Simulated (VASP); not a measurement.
All values below come from LDA (Ceperley-Alder, Perdew-Zunger), VASP's LDA PAW potentials (set 64) (plane waves; VASP).

A VASP calculation is set up with these files.

File POSCAR:
```
BaHfO3
1
    3.9562238489     0.0000000000     0.0000000000
    0.0000000000     3.9562238489     0.0000000000
    0.0000000000     0.0000000000     3.9562238489
Ba Hf O
1 1 3
Direct
  0.0000000000   0.0000000000   0.0000000000
  0.5000000000   0.5000000000   0.5000000000
  0.5000000000   0.0000000000   0.5000000000
  0.0000000000   0.5000000000   0.5000000000
  0.5000000000   0.5000000000   0.0000000000
```

**KPOINTS**
```
Regular mesh
0
Gamma
  6 6 6
0 0 0
```

INCAR:
```
SYSTEM = BaHfO3
PREC = Accurate
ENCUT = 620
EDIFF = 1E-6
NELM = 100
ALGO = Normal
LREAL = .FALSE.
LASPH = .TRUE.
ISMEAR = 0
SIGMA = 0.05
LMAXMIX = 6
LWAVE = .FALSE.
LCHARG = .FALSE.
IBRION = 2
ISIF = 3
NSW = 40
EDIFFG = -0.02
PSTRESS = 450
```

POTCAR, in this order: Ba_sv Hf_pv O (LDA.64 set). Program: vasp_std.

Output of the run:

**OSZICAR**
```
       N       E                     dE             d eps       ncg     rms          rms(c)
DAV:   1     0.255814246890E+03    0.25581E+03   -0.24559E+04   920   0.190E+03
DAV:   2    -0.409375920934E+02   -0.29675E+03   -0.28886E+03  1180   0.384E+02
DAV:   3    -0.534483946743E+02   -0.12511E+02   -0.12491E+02  1177   0.776E+01
DAV:   4    -0.537076909296E+02   -0.25930E+00   -0.25922E+00  1355   0.958E+00
DAV:   5    -0.537122210169E+02   -0.45301E-02   -0.45300E-02  1254   0.850E-01    0.878E+01
DAV:   6    -0.471562724151E+02    0.65559E+01   -0.37251E+01  1004   0.403E+01    0.715E+01
DAV:   7    -0.470147696020E+02    0.14150E+00   -0.21081E+00  1199   0.105E+01    0.326E+01
DAV:   8    -0.469775669257E+02    0.37203E-01   -0.95717E-02  1235   0.247E+00    0.285E+00
DAV:   9    -0.469741869481E+02    0.33800E-02   -0.25146E-02  1132   0.108E+00    0.169E+00
DAV:  10    -0.469736115385E+02    0.57541E-03   -0.42607E-03  1145   0.468E-01    0.247E-01
DAV:  11    -0.469736037415E+02    0.77970E-05   -0.40189E-04  1172   0.147E-01    0.146E-01
DAV:  12    -0.469735969495E+02    0.67921E-05   -0.57031E-05  1365   0.494E-02    0.574E-02
DAV:  13    -0.469735971522E+02   -0.20271E-06   -0.28022E-06  1046   0.121E-02
   1 F= -.29581798E+02 E0= -.29581798E+02  d E =-.295818E+02
       N       E                     dE             d eps       ncg     rms          rms(c)
DAV:   1    -0.486674694950E+02   -0.16939E+01   -0.15862E+02   941   0.105E+02    0.569E+01
DAV:   2    -0.439733533668E+02    0.46941E+01   -0.17397E+01   934   0.296E+01    0.193E+01
DAV:   3    -0.431707597376E+02    0.80259E+00   -0.16284E+00  1139   0.104E+01    0.110E+01
DAV:   4    -0.431024335114E+02    0.68326E-01   -0.47878E-01  1301   0.492E+00    0.713E+00
DAV:   5    -0.431166717130E+02   -0.14238E-01   -0.12508E-01   997   0.243E+00    0.329E+00
DAV:   6    -0.431071164546E+02    0.95553E-02   -0.39845E-02   962   0.137E+00    0.955E-01
DAV:   7    -0.431069837290E+02    0.13273E-03   -0.19457E-03  1186   0.298E-01    0.166E-01
DAV:   8    -0.431069606165E+02    0.23113E-04   -0.11972E-04  1224   0.916E-02    0.117E-01
DAV:   9    -0.431069605167E+02    0.99853E-07   -0.28692E-05  1060   0.368E-02    0.222E-02
DAV:  10    -0.431069603129E+02    0.20374E-06   -0.28793E-06   906   0.131E-02
   2 F= -.28480338E+02 E0= -.28480338E+02  d E =0.110146E+01
       N       E                     dE             d eps       ncg     rms          rms(c)
DAV:   1    -0.494153897307E+02   -0.63084E+01   -0.83930E+01   920   0.738E+01    0.452E+01
DAV:   2    -0.469057852955E+02    0.25096E+01   -0.11442E+01   962   0.228E+01    0.147E+01
DAV:   3    -0.464415149290E+02    0.46427E+00   -0.82281E-01   949   0.744E+00    0.880E+00
DAV:   4    -0.463878666765E+02    0.53648E-01   -0.35788E-01  1228   0.406E+00    0.523E+00
DAV:   5    -0.463892359455E+02   -0.13693E-02   -0.13917E-02  1210   0.591E-01    0.422E+00
DAV:   6    -0.463897781955E+02   -0.54225E-03   -0.16072E-02  1025   0.831E-01    0.673E-01
DAV:   7    -0.463893051543E+02    0.47304E-03   -0.40048E-03  1067   0.401E-01    0.249E-01
DAV:   8    -0.463893022455E+02    0.29088E-05   -0.62908E-05  1133   0.587E-02    0.748E-02
DAV:   9    -0.463892949827E+02    0.72628E-05   -0.16342E-05  1194   0.302E-02    0.485E-02
DAV:  10    -0.463892945470E+02    0.43570E-06   -0.18370E-06   934   0.107E-02
   3 F= -.29711674E+02 E0= -.29711674E+02  d E =-.129875E+00
       N       E                     dE             d eps       ncg     rms          rms(c)
DAV:   1    -0.463580993510E+02    0.31196E-01   -0.19427E-02   948   0.113E+00    0.591E-01
DAV:   2    -0.463575169429E+02    0.58241E-03   -0.25711E-03   983   0.344E-01    0.175E-01
DAV:   3    -0.463574155125E+02    0.10143E-03   -0.17523E-04  1120   0.108E-01    0.110E-01
DAV:   4    -0.463574018709E+02    0.13642E-04   -0.80110E-05  1270   0.609E-02    0.732E-02
DAV:   5    -0.463574022085E+02   -0.33753E-06   -0.38813E-06  1071   0.116E-02
   4 F= -.29712025E+02 E0= -.29712025E+02  d E =-.130227E+00
```

**OUTCAR**
```
------------------------ aborting loop because EDIFF is reached ----------------------------------------
  FORCE on cell =-STRESS in cart. coord.  units (eV):
  Direction    XX          YY          ZZ          XY          YZ          ZX
  --------------------------------------------------------------------------------------
  Total       16.5942067     16.5942067     16.5942067      0.0000000     -0.0000000      0.0000000
  in kB      448.6166378    448.6166378    448.6166378      0.0000000     -0.0000000      0.0000000
  external PRESSURE =      -1.3833622 kB  Pullay stress =     450.0000000 kB
  volume of cell :       59.26
      direct lattice vectors                 reciprocal lattice vectors
     3.898796495 -0.000000000  0.000000000     0.256489407 -0.000000000 -0.000000000
     0.000000000  3.898796495  0.000000000     0.000000000  0.256489407 -0.000000000
     0.000000000  0.000000000  3.898796495    -0.000000000 -0.000000000  0.256489407
 POSITION                                       TOTAL-FORCE (eV/Angst)
 -----------------------------------------------------------------------------------
      0.00000      0.00000      0.00000         0.000000     -0.000000      0.000000
      1.94940      1.94940      1.94940        -0.000000     -0.000000      0.000000
      1.94940      0.00000      1.94940         0.000000      0.000000      0.000000
      0.00000      1.94940      1.94940        -0.000000      0.000000      0.000000
      1.94940      1.94940      0.00000         0.000000     -0.000000      0.000000
 -----------------------------------------------------------------------------------
    total drift:                                0.000000     -0.000000     -0.000000
  FREE ENERGIE OF THE ION-ELECTRON SYSTEM (eV)
  ---------------------------------------------------
  free  energy   TOTEN  =       -46.3574022085 eV

  energy  without entropy=      -46.3574022085  energy(sigma->0) =      -46.35740221
  enthalpy is  TOTEN    =       -29.7120253540 eV   P V=       16.6453768545

 reached required accuracy - stopping structural energy minimisation
```
(Selected blocks of OUTCAR.)

**CONTCAR**
```
BaHfO3
   1.00000000000000
     3.8987964945295612   -0.0000000000000000    0.0000000000000000
     0.0000000000000000    3.8987964945295612    0.0000000000000000
     0.0000000000000000    0.0000000000000000    3.8987964945295612
  Ba              Hf              O
     1     1     3
Direct
     0.0000000000000000    0.0000000000000000    0.0000000000000000
     0.5000000000000000    0.5000000000000000    0.5000000000000000
     0.5000000000000000    0.0000000000000000    0.5000000000000000
     0.0000000000000000    0.5000000000000000    0.5000000000000000
     0.5000000000000000    0.5000000000000000    0.0000000000000000
```

OUTCAR:
```
 val. band max:        3.6798790982   @ k =   0.0000   0.0000   0.0000

 cond. band min:       7.2155295011   @ k =   0.0000   0.0000   0.0000


 Fermi energy:         3.8997983213

 k-point     1 :       0.0000    0.0000    0.0000
  band No.  band energies     occupation
      1     -24.1100      2.00000
      2     -24.1100      2.00000
      3     -24.1100      2.00000
      4     -21.1230      2.00000
      5     -13.2800      2.00000
      6     -12.8865      2.00000
      7     -12.8865      2.00000
      8      -6.3198      2.00000
      9      -6.3198      2.00000
     10      -6.3198      2.00000
     11       2.1816      2.00000
     12       2.1816      2.00000
     13       2.1816      2.00000
     14       2.3268      2.00000
     15       2.3268      2.00000
     16       2.3268      2.00000
     17       3.6799      2.00000
     18       3.6799      2.00000
     19       3.6799      2.00000
     20       7.2155      0.00000
     21       7.2155      0.00000
     22       7.2155      0.00000
     23       8.2680      0.00000

 k-point     2 :       0.1667    0.0000    0.0000
  band No.  band energies     occupation
      1     -24.2114      2.00000
      2     -24.1066      2.00000
      3     -24.1066      2.00000
      4     -21.0539      2.00000
      5     -13.3634      2.00000
      6     -12.8735      2.00000
      7     -12.5775      2.00000
      8      -6.2861      2.00000
      9      -6.2861      2.00000
     10      -6.1697      2.00000
     11       1.7278      2.00000
     12       1.8301      2.00000
     13       1.8301      2.00000
     14       1.8759      2.00000
     15       2.1359      2.00000
     16       2.1359      2.00000
     17       2.7485      2.00000
     18       3.5893      2.00000
     19       3.5893      2.00000
     20       7.3740      0.00000
     21       8.1043      0.00000
     22       8.1043      0.00000
     23       8.8747      0.00000

 k-point     3 :       0.3333    0.0000    0.0000
...
```

Energy and stress use the plane-wave basis of the starting cell. Unless said otherwise, spin-orbit coupling is left out, though it shifts the bands of the heavy elements here.

The compound is BaHfO3 in the cubic perovskite structure. This run relaxes it under an external pressure of 45 GPa. Symmetry was kept, so distortions that lower it aren't found.
